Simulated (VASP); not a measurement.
Data:

```yaml
crystal:
  lattice:
    - [0.00000, 2.73604, 2.73604]
    - [2.73604, 0.00000, 2.73604]
    - [2.73604, 2.73604, 0.00000]
  atoms:
    - { symbol: Be, position: [0.00000, 0.00000, 0.00000] }
    - { symbol: Te, position: [0.25000, 0.25000, 0.25000] }
```

These are PBE GGA with D3 dispersion (Becke-Johnson damping), VASP's PBE PAW potentials (set 64) (plane waves; VASP) values and carry that method's errors. Run with 520 eV cut-off, 8×8×8 Γ-centred mesh, Gaussian smearing of 0.050 eV, potentials Be Te.

Unless said otherwise, spin-orbit coupling is left out, though it shifts the bands of the heavy elements here.

**Question.** What does the run give for the energy per atom (σ→0), pressure, band gap (on the k-mesh) with the smallest direct gap where there is one?

**Answer.** 
| Item | Result |
|---|---|
| band gap (on the k-mesh) | 1.75 eV |
| smallest direct gap (on the k-mesh) | 3.52 eV |
| energy per atom (σ→0) | -4.135 eV/atom |
| pressure | 4.33 GPa |

Only differences to runs with the same potentials and settings are physical.

The compound is BeTe in the zinc blende structure. This cell is one point of a volume scan, at 0.94 of the reference volume.
